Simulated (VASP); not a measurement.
Input:

```xyz
4
Lattice="1.9438 1.1222 6.3515 -1.9438 1.1222 6.3515 0.0000 -2.2445 6.3515" Properties=species:S:1:pos:R:3 pbc="T T T"
Zn     0.0000     0.0000     0.0729
Zn     0.0000     0.0000     9.4565
Se     0.0000     0.0000    11.8976
S      0.0000     0.0000     2.3904
```

Method: PBEsol GGA, VASP's PBE PAW potentials (set 64) (plane waves; VASP). Numerical set-up: 400 eV cut-off, 8×8×8 Γ-centred mesh, tetrahedra with Blöchl corrections, potentials Zn Se S.

Task: Estimate the energy per atom (σ→0), band gap (on the k-mesh) with the smallest direct gap where there is one.

Result: 
```
Property                                      Value
-----------------------------------  --------------
band gap (on the k-mesh)                    1.42 eV
smallest direct gap (on the k-mesh)         1.42 eV
energy per atom (σ→0)                -3.577 eV/atom
```

Only differences to runs with the same potentials and settings are physical.

The structure comes from a computed database's Zn2SeS entry (R3m); how it stands against other phases isn't given here. It was relaxed first.
